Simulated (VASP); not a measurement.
Level of theory: r2SCAN meta-GGA, VASP's PBE PAW potentials (set 64) (plane waves; VASP).

VASP input:

### KPOINTS
```
Regular mesh
0
G
6 6 6
0 0 0
```

**INCAR**
```
SYSTEM = SnPbSe2
PREC = Accurate
ENCUT = 400
EDIFF = 1E-6
NELM = 100
ALGO = Normal
LREAL = .FALSE.
LASPH = .TRUE.
ISMEAR = 0
SIGMA = 0.05
METAGGA = R2SCAN
LMIXTAU = .TRUE.
LMAXMIX = 4
LWAVE = .FALSE.
LCHARG = .FALSE.
IBRION = 2
ISIF = 3
NSW = 60
EDIFFG = -0.02
```

File POSCAR:
```
SnPbSe2
1
    2.1285690497     1.2289303895     6.9527714980
   -2.1285690497     1.2289303895     6.9527714980
    0.0000000000    -2.4578598054     6.9527715003
Sn Pb Se
1 1 2
Direct
  0.5000000000   0.5000000000   0.5000000000
  0.0000000000   0.0000000000   0.0000000000
  0.7525695246   0.7525695246   0.7525695246
  0.2474304754   0.2474304754   0.2474304754
```

POTCAR, in this order: Sn_d Pb_d Se (PBE.64 set). Program: vasp_std.

Question: What will the output report for the number of irreducible k-points (NKPTS), number of bands (NBANDS), largest plane-wave count, number of space-group operations, FFT grid (NGX, NGY, NGZ)?

Answer: 
```yaml
number of irreducible k-points (NKPTS): 32
number of bands (NBANDS): 24
largest_plane_wave_count: 1996
number_of_space_group_operations: 12
FFT grid (NGX, NGY, NGZ): 48 × 48 × 48
```

The structure comes from a computed database's SnPbSe2 entry (R-3m); how it stands against other phases isn't given here. This run relaxes it. Symmetry was kept, so distortions that lower it aren't found. The start is the result of an earlier pass.
